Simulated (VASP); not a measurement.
Consider the following.

```yaml
crystal:
  lattice:
    - [1.44281, -2.49901, 0.00000]
    - [1.44281, 2.49901, 0.00000]
    - [0.00000, 0.00000, 2.99757]
  atoms:
    - { symbol: Ti, position: [0.00000, 0.00000, 0.00000] }
    - { symbol: B, position: [0.33333, 0.66667, 0.50000] }
    - { symbol: B, position: [0.66667, 0.33333, 0.50000] }
```

All values below come from LDA (Ceperley-Alder, Perdew-Zunger), VASP's LDA PAW potentials (set 64) (plane waves; VASP). Run with 620 eV cut-off, 12×12×10 Γ-centred mesh, first-order Methfessel-Paxton smearing of 0.10 eV, potentials Ti_sv B.

**Question.** Predict the energy per atom (σ→0), pressure, band gap (on the k-mesh) with the smallest direct gap where there is one.

**Answer.** 
| Quantity | Result |
|---|---|
| band gap (on the k-mesh) | none (metal, semimetal or under 0.01 eV) |
| energy per atom (σ→0) | -8.848 eV/atom |
| pressure | 45.31 GPa |

Only differences to runs with the same potentials and settings are physical.

The compound is TiB2 in the AlB2 type structure. It was relaxed first under an external pressure of 45 GPa.
